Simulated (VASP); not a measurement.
Here is the system:

```
Sb
1.0
   -1.88757     1.88757     1.88757
    1.88757    -1.88757     1.88757
    1.88757     1.88757    -1.88757
Sb
1
Direct
  0.00000   0.00000   0.00000
```

Calculation: r2SCAN meta-GGA, VASP's PBE PAW potentials (set 64) (plane waves; VASP 6.6.1). Settings: 400 eV cut-off, 12×12×12 Γ-centred mesh, first-order Methfessel-Paxton smearing of 0.10 eV, potentials Sb.

Unless said otherwise, spin-orbit coupling is left out, though it shifts the bands of the heavy elements here.

Estimate the energy per atom (σ→0), band gap (on the k-mesh) with the smallest direct gap where there is one.

The band gap (on the k-mesh) comes out as none (metal, semimetal or under 0.01 eV) and the energy per atom (σ→0) comes out as -25.357 eV/atom.

Only differences to runs with the same potentials and settings are physical.

The structure comes from a computed database's Sb entry (Im-3m); how it stands against other phases isn't given here. It was relaxed first. The start is the result of an earlier pass.
